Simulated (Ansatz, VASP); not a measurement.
# Ge (Germanium): VASP beside Ansatz, part 2 of 3

Aim: how closely do two programs agree when they are given the same cell, functional and k mesh? The structure shown is the end of the Ansatz relaxation below.

VASP 6.6.1 and Ansatz 0.2.0.

So far: The structure; Ansatz: relaxation, r2SCAN.

### 3. VASP: single point, r2SCAN

Level of this step: r2SCAN; plane waves and PAW (Ge_d) (VASP).

The same cell, functional, mesh and smearing now go to VASP, with its own data sets.

Lines of VASP's logs that name or quote its potential files are left out, and so is its time.

Contents of INCAR:

```
SYSTEM = Ge
PREC = Accurate
ENCUT = 550
EDIFF = 1E-06
NELM = 120
ISMEAR = 0
SIGMA = 0.02
LREAL = .FALSE.
ALGO = Normal
METAGGA = R2SCAN
LASPH = .TRUE.
NBANDS = 20
LORBIT = 11
LWAVE = .FALSE.
LCHARG = .FALSE.
ISIF = 2
ISYM = 2
GGA_COMPAT = .FALSE.
EFERMI = MIDGAP
LMIXTAU = .TRUE.
KPAR = 2
```

Contents of POSCAR:

```
Ge
1.0
    0.0000000000      2.8936591592      2.7972415040
    2.8936591592      0.0000000000      2.7972415040
    2.8936591592      2.8936591592      0.0000000000
Ge
2
Direct
    0.4999834302      0.4999834302      0.4999657012
    0.7500165698      0.7500165698      0.7500342988
```

Contents of KPOINTS:

```
Points of the shifted mesh
1728
Reciprocal
 0.0416666667  0.0416666667  0.0416666667 1
 0.0416666667  0.0416666667  0.1250000000 1
 0.0416666667  0.0416666667  0.2083333333 1
 0.0416666667  0.0416666667  0.2916666667 1
 0.0416666667  0.0416666667  0.3750000000 1
 0.0416666667  0.0416666667  0.4583333333 1
 0.0416666667  0.0416666667  0.5416666667 1
 0.0416666667  0.0416666667  0.6250000000 1
 0.0416666667  0.0416666667  0.7083333333 1
 0.0416666667  0.0416666667  0.7916666667 1
 0.0416666667  0.0416666667  0.8750000000 1
 0.0416666667  0.0416666667  0.9583333333 1
 0.0416666667  0.1250000000  0.0416666667 1
 0.0416666667  0.1250000000  0.1250000000 1
 0.0416666667  0.1250000000  0.2083333333 1
 0.0416666667  0.1250000000  0.2916666667 1
 0.0416666667  0.1250000000  0.3750000000 1
 0.0416666667  0.1250000000  0.4583333333 1
 0.0416666667  0.1250000000  0.5416666667 1
 0.0416666667  0.1250000000  0.6250000000 1
 0.0416666667  0.1250000000  0.7083333333 1
 0.0416666667  0.1250000000  0.7916666667 1
 0.0416666667  0.1250000000  0.8750000000 1
 0.0416666667  0.1250000000  0.9583333333 1
 0.0416666667  0.2083333333  0.0416666667 1
 0.0416666667  0.2083333333  0.1250000000 1
 0.0416666667  0.2083333333  0.2083333333 1
 0.0416666667  0.2083333333  0.2916666667 1
 0.0416666667  0.2083333333  0.3750000000 1
 0.0416666667  0.2083333333  0.4583333333 1
 0.0416666667  0.2083333333  0.5416666667 1
 0.0416666667  0.2083333333  0.6250000000 1
 0.0416666667  0.2083333333  0.7083333333 1
 0.0416666667  0.2083333333  0.7916666667 1
 0.0416666667  0.2083333333  0.8750000000 1
 0.0416666667  0.2083333333  0.9583333333 1
 0.0416666667  0.2916666667  0.0416666667 1
 0.0416666667  0.2916666667  0.1250000000 1
 0.0416666667  0.2916666667  0.2083333333 1
 0.0416666667  0.2916666667  0.2916666667 1
 0.0416666667  0.2916666667  0.3750000000 1
 0.0416666667  0.2916666667  0.4583333333 1
 0.0416666667  0.2916666667  0.5416666667 1
 0.0416666667  0.2916666667  0.6250000000 1
 0.0416666667  0.2916666667  0.7083333333 1
 0.0416666667  0.2916666667  0.7916666667 1
 0.0416666667  0.2916666667  0.8750000000 1
 0.0416666667  0.2916666667  0.9583333333 1
 0.0416666667  0.3750000000  0.0416666667 1
 0.0416666667  0.3750000000  0.1250000000 1
 0.0416666667  0.3750000000  0.2083333333 1
 0.0416666667  0.3750000000  0.2916666667 1
 0.0416666667  0.3750000000  0.3750000000 1
 0.0416666667  0.3750000000  0.4583333333 1
 0.0416666667  0.3750000000  0.5416666667 1
 0.0416666667  0.3750000000  0.6250000000 1
 0.0416666667  0.3750000000  0.7083333333 1
 0.0416666667  0.3750000000  0.7916666667 1
 0.0416666667  0.3750000000  0.8750000000 1
 0.0416666667  0.3750000000  0.9583333333 1
 0.0416666667  0.4583333333  0.0416666667 1
 0.0416666667  0.4583333333  0.1250000000 1
 0.0416666667  0.4583333333  0.2083333333 1
 0.0416666667  0.4583333333  0.2916666667 1
 0.0416666667  0.4583333333  0.3750000000 1
 0.0416666667  0.4583333333  0.4583333333 1
 0.0416666667  0.4583333333  0.5416666667 1
 0.0416666667  0.4583333333  0.6250000000 1
 0.0416666667  0.4583333333  0.7083333333 1
 0.0416666667  0.4583333333  0.7916666667 1
 0.0416666667  0.4583333333  0.8750000000 1
 0.0416666667  0.4583333333  0.9583333333 1
 0.0416666667  0.5416666667  0.0416666667 1
 0.0416666667  0.5416666667  0.1250000000 1
 0.0416666667  0.5416666667  0.2083333333 1
 0.0416666667  0.5416666667  0.2916666667 1
 0.0416666667  0.5416666667  0.3750000000 1
 0.0416666667  0.5416666667  0.4583333333 1
 0.0416666667  0.5416666667  0.5416666667 1
 0.0416666667  0.5416666667  0.6250000000 1
 0.0416666667  0.5416666667  0.7083333333 1
 0.0416666667  0.5416666667  0.7916666667 1
 0.0416666667  0.5416666667  0.8750000000 1
 0.0416666667  0.5416666667  0.9583333333 1
 0.0416666667  0.6250000000  0.0416666667 1
 0.0416666667  0.6250000000  0.1250000000 1
 0.0416666667  0.6250000000  0.2083333333 1
 0.0416666667  0.6250000000  0.2916666667 1
 0.0416666667  0.6250000000  0.3750000000 1
 0.0416666667  0.6250000000  0.4583333333 1
 0.0416666667  0.6250000000  0.5416666667 1
 0.0416666667  0.6250000000  0.6250000000 1
 0.0416666667  0.6250000000  0.7083333333 1
 0.0416666667  0.6250000000  0.7916666667 1
 0.0416666667  0.6250000000  0.8750000000 1
 0.0416666667  0.6250000000  0.9583333333 1
 0.0416666667  0.7083333333  0.0416666667 1
 0.0416666667  0.7083333333  0.1250000000 1
 0.0416666667  0.7083333333  0.2083333333 1
 0.0416666667  0.7083333333  0.2916666667 1
 0.0416666667  0.7083333333  0.3750000000 1
 0.0416666667  0.7083333333  0.4583333333 1
 0.0416666667  0.7083333333  0.5416666667 1
 0.0416666667  0.7083333333  0.6250000000 1
 0.0416666667  0.7083333333  0.7083333333 1
 0.0416666667  0.7083333333  0.7916666667 1
 0.0416666667  0.7083333333  0.8750000000 1
 0.0416666667  0.7083333333  0.9583333333 1
 0.0416666667  0.7916666667  0.0416666667 1
 0.0416666667  0.7916666667  0.1250000000 1
 0.0416666667  0.7916666667  0.2083333333 1
 0.0416666667  0.7916666667  0.2916666667 1
[... 1390 lines left out ...]
 0.8750000000  0.4583333333  0.1250000000 1
 0.8750000000  0.4583333333  0.2083333333 1
 0.8750000000  0.4583333333  0.2916666667 1
 0.8750000000  0.4583333333  0.3750000000 1
 0.8750000000  0.4583333333  0.4583333333 1
 0.8750000000  0.4583333333  0.5416666667 1
 0.8750000000  0.4583333333  0.6250000000 1
 0.8750000000  0.4583333333  0.7083333333 1
 0.8750000000  0.4583333333  0.7916666667 1
 0.8750000000  0.4583333333  0.8750000000 1
 0.8750000000  0.4583333333  0.9583333333 1
 0.8750000000  0.5416666667  0.0416666667 1
 0.8750000000  0.5416666667  0.1250000000 1
 0.8750000000  0.5416666667  0.2083333333 1
 0.8750000000  0.5416666667  0.2916666667 1
 0.8750000000  0.5416666667  0.3750000000 1
 0.8750000000  0.5416666667  0.4583333333 1
 0.8750000000  0.5416666667  0.5416666667 1
 0.8750000000  0.5416666667  0.6250000000 1
 0.8750000000  0.5416666667  0.7083333333 1
 0.8750000000  0.5416666667  0.7916666667 1
 0.8750000000  0.5416666667  0.8750000000 1
 0.8750000000  0.5416666667  0.9583333333 1
 0.8750000000  0.6250000000  0.0416666667 1
 0.8750000000  0.6250000000  0.1250000000 1
 0.8750000000  0.6250000000  0.2083333333 1
 0.8750000000  0.6250000000  0.2916666667 1
 0.8750000000  0.6250000000  0.3750000000 1
 0.8750000000  0.6250000000  0.4583333333 1
 0.8750000000  0.6250000000  0.5416666667 1
 0.8750000000  0.6250000000  0.6250000000 1
 0.8750000000  0.6250000000  0.7083333333 1
 0.8750000000  0.6250000000  0.7916666667 1
 0.8750000000  0.6250000000  0.8750000000 1
 0.8750000000  0.6250000000  0.9583333333 1
 0.8750000000  0.7083333333  0.0416666667 1
 0.8750000000  0.7083333333  0.1250000000 1
 0.8750000000  0.7083333333  0.2083333333 1
 0.8750000000  0.7083333333  0.2916666667 1
 0.8750000000  0.7083333333  0.3750000000 1
 0.8750000000  0.7083333333  0.4583333333 1
 0.8750000000  0.7083333333  0.5416666667 1
 0.8750000000  0.7083333333  0.6250000000 1
 0.8750000000  0.7083333333  0.7083333333 1
 0.8750000000  0.7083333333  0.7916666667 1
 0.8750000000  0.7083333333  0.8750000000 1
 0.8750000000  0.7083333333  0.9583333333 1
 0.8750000000  0.7916666667  0.0416666667 1
 0.8750000000  0.7916666667  0.1250000000 1
 0.8750000000  0.7916666667  0.2083333333 1
 0.8750000000  0.7916666667  0.2916666667 1
 0.8750000000  0.7916666667  0.3750000000 1
 0.8750000000  0.7916666667  0.4583333333 1
 0.8750000000  0.7916666667  0.5416666667 1
 0.8750000000  0.7916666667  0.6250000000 1
 0.8750000000  0.7916666667  0.7083333333 1
 0.8750000000  0.7916666667  0.7916666667 1
 0.8750000000  0.7916666667  0.8750000000 1
 0.8750000000  0.7916666667  0.9583333333 1
 0.8750000000  0.8750000000  0.0416666667 1
 0.8750000000  0.8750000000  0.1250000000 1
 0.8750000000  0.8750000000  0.2083333333 1
 0.8750000000  0.8750000000  0.2916666667 1
 0.8750000000  0.8750000000  0.3750000000 1
 0.8750000000  0.8750000000  0.4583333333 1
 0.8750000000  0.8750000000  0.5416666667 1
 0.8750000000  0.8750000000  0.6250000000 1
 0.8750000000  0.8750000000  0.7083333333 1
 0.8750000000  0.8750000000  0.7916666667 1
 0.8750000000  0.8750000000  0.8750000000 1
 0.8750000000  0.8750000000  0.9583333333 1
 0.8750000000  0.9583333333  0.0416666667 1
 0.8750000000  0.9583333333  0.1250000000 1
 0.8750000000  0.9583333333  0.2083333333 1
 0.8750000000  0.9583333333  0.2916666667 1
 0.8750000000  0.9583333333  0.3750000000 1
 0.8750000000  0.9583333333  0.4583333333 1
 0.8750000000  0.9583333333  0.5416666667 1
 0.8750000000  0.9583333333  0.6250000000 1
 0.8750000000  0.9583333333  0.7083333333 1
 0.8750000000  0.9583333333  0.7916666667 1
 0.8750000000  0.9583333333  0.8750000000 1
 0.8750000000  0.9583333333  0.9583333333 1
 0.9583333333  0.0416666667  0.0416666667 1
 0.9583333333  0.0416666667  0.1250000000 1
 0.9583333333  0.0416666667  0.2083333333 1
 0.9583333333  0.0416666667  0.2916666667 1
 0.9583333333  0.0416666667  0.3750000000 1
 0.9583333333  0.0416666667  0.4583333333 1
 0.9583333333  0.0416666667  0.5416666667 1
 0.9583333333  0.0416666667  0.6250000000 1
 0.9583333333  0.0416666667  0.7083333333 1
 0.9583333333  0.0416666667  0.7916666667 1
 0.9583333333  0.0416666667  0.8750000000 1
 0.9583333333  0.0416666667  0.9583333333 1
 0.9583333333  0.1250000000  0.0416666667 1
 0.9583333333  0.1250000000  0.1250000000 1
 0.9583333333  0.1250000000  0.2083333333 1
 0.9583333333  0.1250000000  0.2916666667 1
 0.9583333333  0.1250000000  0.3750000000 1
 0.9583333333  0.1250000000  0.4583333333 1
 0.9583333333  0.1250000000  0.5416666667 1
 0.9583333333  0.1250000000  0.6250000000 1
 0.9583333333  0.1250000000  0.7083333333 1
 0.9583333333  0.1250000000  0.7916666667 1
 0.9583333333  0.1250000000  0.8750000000 1
 0.9583333333  0.1250000000  0.9583333333 1
 0.9583333333  0.2083333333  0.0416666667 1
 0.9583333333  0.2083333333  0.1250000000 1
 0.9583333333  0.2083333333  0.2083333333 1
 0.9583333333  0.2083333333  0.2916666667 1
 0.9583333333  0.2083333333  0.3750000000 1
 0.9583333333  0.2083333333  0.4583333333 1
 0.9583333333  0.2083333333  0.5416666667 1
 0.9583333333  0.2083333333  0.6250000000 1
 0.9583333333  0.2083333333  0.7083333333 1
 0.9583333333  0.2083333333  0.7916666667 1
 0.9583333333  0.2083333333  0.8750000000 1
 0.9583333333  0.2083333333  0.9583333333 1
 0.9583333333  0.2916666667  0.0416666667 1
 0.9583333333  0.2916666667  0.1250000000 1
 0.9583333333  0.2916666667  0.2083333333 1
 0.9583333333  0.2916666667  0.2916666667 1
 0.9583333333  0.2916666667  0.3750000000 1
 0.9583333333  0.2916666667  0.4583333333 1
 0.9583333333  0.2916666667  0.5416666667 1
 0.9583333333  0.2916666667  0.6250000000 1
 0.9583333333  0.2916666667  0.7083333333 1
 0.9583333333  0.2916666667  0.7916666667 1
 0.9583333333  0.2916666667  0.8750000000 1
 0.9583333333  0.2916666667  0.9583333333 1
 0.9583333333  0.3750000000  0.0416666667 1
 0.9583333333  0.3750000000  0.1250000000 1
 0.9583333333  0.3750000000  0.2083333333 1
 0.9583333333  0.3750000000  0.2916666667 1
 0.9583333333  0.3750000000  0.3750000000 1
 0.9583333333  0.3750000000  0.4583333333 1
 0.9583333333  0.3750000000  0.5416666667 1
 0.9583333333  0.3750000000  0.6250000000 1
 0.9583333333  0.3750000000  0.7083333333 1
 0.9583333333  0.3750000000  0.7916666667 1
 0.9583333333  0.3750000000  0.8750000000 1
 0.9583333333  0.3750000000  0.9583333333 1
 0.9583333333  0.4583333333  0.0416666667 1
 0.9583333333  0.4583333333  0.1250000000 1
 0.9583333333  0.4583333333  0.2083333333 1
 0.9583333333  0.4583333333  0.2916666667 1
 0.9583333333  0.4583333333  0.3750000000 1
 0.9583333333  0.4583333333  0.4583333333 1
 0.9583333333  0.4583333333  0.5416666667 1
 0.9583333333  0.4583333333  0.6250000000 1
 0.9583333333  0.4583333333  0.7083333333 1
 0.9583333333  0.4583333333  0.7916666667 1
 0.9583333333  0.4583333333  0.8750000000 1
 0.9583333333  0.4583333333  0.9583333333 1
 0.9583333333  0.5416666667  0.0416666667 1
 0.9583333333  0.5416666667  0.1250000000 1
 0.9583333333  0.5416666667  0.2083333333 1
 0.9583333333  0.5416666667  0.2916666667 1
 0.9583333333  0.5416666667  0.3750000000 1
 0.9583333333  0.5416666667  0.4583333333 1
 0.9583333333  0.5416666667  0.5416666667 1
 0.9583333333  0.5416666667  0.6250000000 1
 0.9583333333  0.5416666667  0.7083333333 1
 0.9583333333  0.5416666667  0.7916666667 1
 0.9583333333  0.5416666667  0.8750000000 1
 0.9583333333  0.5416666667  0.9583333333 1
 0.9583333333  0.6250000000  0.0416666667 1
 0.9583333333  0.6250000000  0.1250000000 1
 0.9583333333  0.6250000000  0.2083333333 1
 0.9583333333  0.6250000000  0.2916666667 1
 0.9583333333  0.6250000000  0.3750000000 1
 0.9583333333  0.6250000000  0.4583333333 1
 0.9583333333  0.6250000000  0.5416666667 1
 0.9583333333  0.6250000000  0.6250000000 1
 0.9583333333  0.6250000000  0.7083333333 1
 0.9583333333  0.6250000000  0.7916666667 1
 0.9583333333  0.6250000000  0.8750000000 1
 0.9583333333  0.6250000000  0.9583333333 1
 0.9583333333  0.7083333333  0.0416666667 1
 0.9583333333  0.7083333333  0.1250000000 1
 0.9583333333  0.7083333333  0.2083333333 1
 0.9583333333  0.7083333333  0.2916666667 1
 0.9583333333  0.7083333333  0.3750000000 1
 0.9583333333  0.7083333333  0.4583333333 1
 0.9583333333  0.7083333333  0.5416666667 1
 0.9583333333  0.7083333333  0.6250000000 1
 0.9583333333  0.7083333333  0.7083333333 1
 0.9583333333  0.7083333333  0.7916666667 1
 0.9583333333  0.7083333333  0.8750000000 1
 0.9583333333  0.7083333333  0.9583333333 1
 0.9583333333  0.7916666667  0.0416666667 1
 0.9583333333  0.7916666667  0.1250000000 1
 0.9583333333  0.7916666667  0.2083333333 1
 0.9583333333  0.7916666667  0.2916666667 1
 0.9583333333  0.7916666667  0.3750000000 1
 0.9583333333  0.7916666667  0.4583333333 1
 0.9583333333  0.7916666667  0.5416666667 1
 0.9583333333  0.7916666667  0.6250000000 1
 0.9583333333  0.7916666667  0.7083333333 1
 0.9583333333  0.7916666667  0.7916666667 1
 0.9583333333  0.7916666667  0.8750000000 1
 0.9583333333  0.7916666667  0.9583333333 1
 0.9583333333  0.8750000000  0.0416666667 1
 0.9583333333  0.8750000000  0.1250000000 1
 0.9583333333  0.8750000000  0.2083333333 1
 0.9583333333  0.8750000000  0.2916666667 1
 0.9583333333  0.8750000000  0.3750000000 1
 0.9583333333  0.8750000000  0.4583333333 1
 0.9583333333  0.8750000000  0.5416666667 1
 0.9583333333  0.8750000000  0.6250000000 1
 0.9583333333  0.8750000000  0.7083333333 1
 0.9583333333  0.8750000000  0.7916666667 1
 0.9583333333  0.8750000000  0.8750000000 1
 0.9583333333  0.8750000000  0.9583333333 1
 0.9583333333  0.9583333333  0.0416666667 1
 0.9583333333  0.9583333333  0.1250000000 1
 0.9583333333  0.9583333333  0.2083333333 1
 0.9583333333  0.9583333333  0.2916666667 1
 0.9583333333  0.9583333333  0.3750000000 1
 0.9583333333  0.9583333333  0.4583333333 1
 0.9583333333  0.9583333333  0.5416666667 1
 0.9583333333  0.9583333333  0.6250000000 1
 0.9583333333  0.9583333333  0.7083333333 1
 0.9583333333  0.9583333333  0.7916666667 1
 0.9583333333  0.9583333333  0.8750000000 1
 0.9583333333  0.9583333333  0.9583333333 1
```

The projector-augmented-wave data sets are Ge_d (PBE family, release 64).

Started as:

```sh
$ mpirun -np 2 vasp_std
```

What it wrote:

```text
[banner, memory and clock lines left out]
running    2 mpi-ranks, on    1 nodes
 distrk:  each k-point on    1 cores,    2 groups
 distr:  one band on    1 cores,    1 groups

 POSCAR found type information on POSCAR Ge
 POSCAR found :  1 types and       2 ions
|                                                                             |
|               ----> ADVICE to this user running VASP <----                  |
|                                                                             |
|     You enforced a specific xc type in the INCAR file but a different       |
|     [... a line on the potential file left out ...]
|     I HOPE YOU KNOW WHAT YOU ARE DOING!                                     |
|                                                                             |

 LDA part: xc-table for (None), standard interpolation
 POSCAR, INCAR and KPOINTS ok, starting setup
 FFT: planning ... GRIDC
 FFT: planning ... GRID_SOFT
 FFT: planning ... GRID
 WAVECAR not read
 entering main loop
       N       E                     dE             d eps       ncg     rms          rms(c)
DAV:   1     0.173863933347E+03    0.17386E+03   -0.15829E+04 74148   0.403E+03
DAV:   2    -0.266071795860E+01   -0.17652E+03   -0.17178E+03 69224   0.632E+02
DAV:   3    -0.295116349840E+02   -0.26851E+02   -0.26654E+02 77792   0.153E+02
DAV:   4    -0.304167138650E+02   -0.90508E+00   -0.90439E+00 78328   0.329E+01
DAV:   5    -0.304324335287E+02   -0.15720E-01   -0.15719E-01 77020   0.475E+00    0.321E+00
DAV:   6    -0.277362516143E+02    0.26962E+01   -0.37605E-01 75852   0.110E+01    0.187E+00
DAV:   7    -0.279196383390E+02   -0.18339E+00   -0.31871E-01 91380   0.843E+00    0.327E-01
DAV:   8    -0.277417491991E+02    0.17789E+00   -0.13085E-01 72392   0.494E+00    0.118E-01
DAV:   9    -0.277298306520E+02    0.11919E-01   -0.35916E-03 79464   0.663E-01    0.110E-01
DAV:  10    -0.277294449616E+02    0.38569E-03   -0.58652E-05 78836   0.894E-02    0.117E-01
DAV:  11    -0.277300272846E+02   -0.58232E-03   -0.68013E-03 88580   0.129E+00    0.323E-02
DAV:  12    -0.277312817738E+02   -0.12545E-02   -0.29099E-04 71436   0.174E-01    0.327E-02
DAV:  13    -0.277318413281E+02   -0.55955E-03   -0.95978E-05 72200   0.842E-02    0.249E-02
DAV:  14    -0.277321031675E+02   -0.26184E-03   -0.13702E-04 69772   0.145E-01    0.985E-03
DAV:  15    -0.277322017114E+02   -0.98544E-04   -0.34140E-05 70020   0.464E-02    0.663E-03
DAV:  16    -0.277322158444E+02   -0.14133E-04   -0.74260E-06 60072   0.284E-02    0.331E-03
DAV:  17    -0.277322207214E+02   -0.48769E-05   -0.36428E-06 56456   0.175E-02    0.252E-03
DAV:  18    -0.277322274675E+02   -0.67461E-05   -0.18393E-06 56932   0.108E-02    0.170E-03
DAV:  19    -0.277322283513E+02   -0.88376E-06   -0.21479E-07 47332   0.533E-03
   1 F= -.27732228E+02 E0= -.27732228E+02  d E =-.737352E-26
```

(Continued in part 3 of 3.)

[Lines on the potential files, build, host, timing and source positions are cut from VASP's logs without a mark.]

[Logs are printed without paths, hosts, clocks, repeated set-up lines and the standing remarks that a program may print on its own settings, such as how far it seeks lower states.]

[Hosts, paths, dates, database ids (printed as entryN), source tags and the programs' standing remarks are cut or masked in the printed files.]
